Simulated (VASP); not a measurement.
Method: PBE GGA with D3 dispersion (Becke-Johnson damping), VASP's PBE PAW potentials (set 64) (plane waves; VASP).

VASP ran on this input.

File POSCAR:
```
CdSe
1
    2.1696156653    -3.7578843225    -0.0000000000
    2.1696156653     3.7578843225     0.0000000000
    0.0000000000     0.0000000000     7.0646758361
Cd Se
2 2
Direct
  0.6666670000   0.3333330000   0.5001180349
  0.3333330000   0.6666670000   0.0001180349
  0.6666670000   0.3333330000   0.8758819651
  0.3333330000   0.6666670000   0.3758819651
```

INCAR:
```
LCHARG = F
SIGMA = 0.05   ! width (eV)
IBRION = 2   ! conjugate gradients
EDIFF = 1E-6   ! SCF stop (eV)
LWAVE = F
NELM = 100
ENCUT = 520   ! plane-wave cut-off (eV)
LASPH = T   ! aspherical one-centre terms
SYSTEM = CdSe
EDIFFG = -0.02   ! ionic stop
ISIF = 3
GGA = PE   ! PBE
IVDW = 12
LMAXMIX = 4   ! l cut-off of mixed one-centre charges
PREC = Accurate
ISMEAR = 0
NSW = 60
LREAL = F
ALGO = Normal   ! blocked Davidson
```

KPOINTS:
```
K-points
0
Gamma
  5 5 3
0 0 0
```

POTCAR, in this order: Cd Se (PBE.64 set). Program: vasp_std.

Task: What will the output report for the number of irreducible k-points (NKPTS), largest plane-wave count, number of space-group operations, FFT grid (NGX, NGY, NGZ)?

Result: 
```
Item                                           Value
--------------------------------------  ------------
number of irreducible k-points (NKPTS)            10
largest plane-wave count                        3118
number of space-group operations                  12
FFT grid (NGX, NGY, NGZ)                32 × 32 × 54
```

The compound is CdSe in the wurtzite structure. This run relaxes it. Symmetry was kept, so distortions that lower it aren't found. The start is the result of an earlier pass.
